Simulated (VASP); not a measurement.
A cell of HoSi (space group Cmcm) near equilibrium:

```
HoSi
1.0
    2.09747    -5.18919     0.00000
    2.09747     5.18919     0.00000
    0.00000     0.00000     3.79089
Ho Si
2 2
Direct
  0.14021   0.85979   0.25000
  0.85979   0.14021   0.75000
  0.42322   0.57678   0.25000
  0.57678   0.42322   0.75000
```

Calculation: PBEsol GGA, VASP's PBE PAW potentials (set 64) (plane waves; VASP 6.6.1).

The 4f electrons are frozen in the core of the lanthanide potential, so 4f levels, which can set the real gap, and their magnetism are missing.

| run | ΔE (meV/atom) | σxx | σyy | σzz | largest shear component, with its sign (GPa) | largest force (eV/Å) |
|---|---|---|---|---|---|---|
| as it is | 0.0 | 0.17 | 0.16 | -0.54 | 0.00 | 0.055 |
| after one change | 8.4 | -0.33 | 0.73 | -0.88 | 0.00 | 0.742 |
Stress is in GPa, positive when the cell is compressed.

Task: Which change was made?
A) atom 3 (Si) moved by -0.100 Å along z
B) atom 2 (Ho) moved by 0.100 Å along y
C) atom 3 (Si) moved by -0.100 Å along x
D) isotropic strain of -1.0 %

Result: B, atom 2 (Ho) moved by 0.100 Å along y

The structure comes from a computed database's HoSi entry (Cmcm); how it stands against other phases isn't given here.
